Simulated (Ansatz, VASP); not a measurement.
# MgSc2C2: VASP beside Ansatz

```
Mg Sc C
1.0
     3.54218    0.00000    0.00000
    -1.77109    3.06762    0.00000
     0.00000    0.00000    6.40478
Mg Sc C
1 2 2
Direct
  0.66667 0.33333 0.00000
  0.00000 0.00000 0.70570
  0.00000 0.00000 0.29430
  0.66667 0.33333 0.50000
  0.33333 0.66667 0.00000
```

Change from the starting cell: species swapped into the Sr2ZnAs2 type (P-6m2, No. 187).

Alike in both runs: functional PBE; k mesh 6 × 6 × 4; occupations gaussian, width 0.1 eV; no spin polarisation.

Ansatz relaxed the structure, and its values are those at the end. VASP's run is a single point on that final structure, the one shown.

```csv
,VASP,Ansatz
version,VASP 6.6.1,Ansatz 0.2.0
potentials or method,"VASP PAW PBE potentials, release 64 (Mg, Sc_sv, C)","scalar-relativistic, plane waves, PAW"
plane-wave cutoff (eV),520,420
valence electrons in the cell,32,40
```

|  | VASP | Ansatz | Ansatz less VASP |
| --- | --- | --- | --- |
| gap on the k mesh at the Fermi level (eV) | none | none | - |
| pressure (GPa) | 0.0 | -0.3 | -0.38 |
| rms of the force components (eV/Å) | 0.018 | 0.008 | -0.0095 |

A gap of «none» marks a metal or a gap that the smearing closes. The two sets of potentials don't hold the same shells in valence.
